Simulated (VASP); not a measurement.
Input:

```
AuZn
1.0
    3.16935     0.00000     0.00000
    0.00000     3.16935     0.00000
    0.00000     0.00000     3.16935
Zn Au
1 1
Direct
  0.50000   0.50000   0.50000
  0.00000   0.00000   0.00000
```

Calculation: r2SCAN+rVV10, VASP's PBE PAW potentials (set 64) (plane waves; VASP). Run with 520 eV cut-off, 12×12×12 Γ-centred mesh, first-order Methfessel-Paxton smearing of 0.10 eV, potentials Zn Au.

Unless said otherwise, spin-orbit coupling is left out, though it shifts the bands of the heavy elements here.

Problem. Estimate the energy per atom (σ→0), pressure, band gap (on the k-mesh) with the smallest direct gap where there is one.

Solution. 
```json
{
 "band gap (on the k-mesh)": "none (metal, semimetal or under 0.01 eV)",
 "energy per atom (σ→0)": "-2865.0 kJ/mol of atoms",
 "pressure": "-3.85 GPa"
}
```

Only differences to runs with the same potentials and settings are physical.

The compound is AuZn in the CsCl type structure. This cell is one point of a volume scan, at 1.03 of the reference volume. The electron count is odd and the run is not spin-polarised, which forces a metal.
